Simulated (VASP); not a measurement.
BePt, 2 atoms in the cell. Symmetry: Fm-3m, No. 225, cubic system. Conventional cell: a = 4.565 Å, b = 4.565 Å, c = 4.565 Å, α = 90.00°, β = 90.00°, γ = 90.00°. Around Be (site symmetry m-3m) lie 6 Pt at 2.28 Å. Pt (site symmetry m-3m) is surrounded by 6 Be at 2.28 Å. The cell was built by a generator and needn't be a form met in nature.

| Quantity | Value |
| --- | --- |
| Program | VASP 6.6.1 |
| Task | relaxation of cell and atoms |
| Functional | PBE |
| Potentials or basis | VASP PAW PBE potentials, release 64 (Be, Pt) |
| Cutoff | 600 eV |
| k mesh | 10 × 10 × 10 |
| Occupations | methfessel-paxton, width 0.1 eV |
| Spin | no spin polarisation |
| Further INCAR settings | ALGO = Normal; EDIFF = 1e-07; IBRION = 2; EDIFFG = -0.02; NSW = 40; ISIF = 3 |

Potentials or basis: VASP PAW PBE potentials, release 64 (Be, Pt).

The run is started by

```bash
$ cat potpaw_PBE.64/Be/POTCAR potpaw_PBE.64/Pt/POTCAR > POTCAR
$ mpirun -np 1 vasp_std > vasp.out
```

Hardware: 1 thread of Intel(R) Xeon(R) 6975P-C (Granite Rapids), with other jobs on the host.

Q: Estimate the wall time of this run.

A: Wall time 26 s on 1 thread of Intel(R) Xeon(R) 6975P-C (Granite Rapids), with other jobs on the host, peak memory 0.17 GiB. Counts: scf iterations 32, k points 47, ion steps 3.
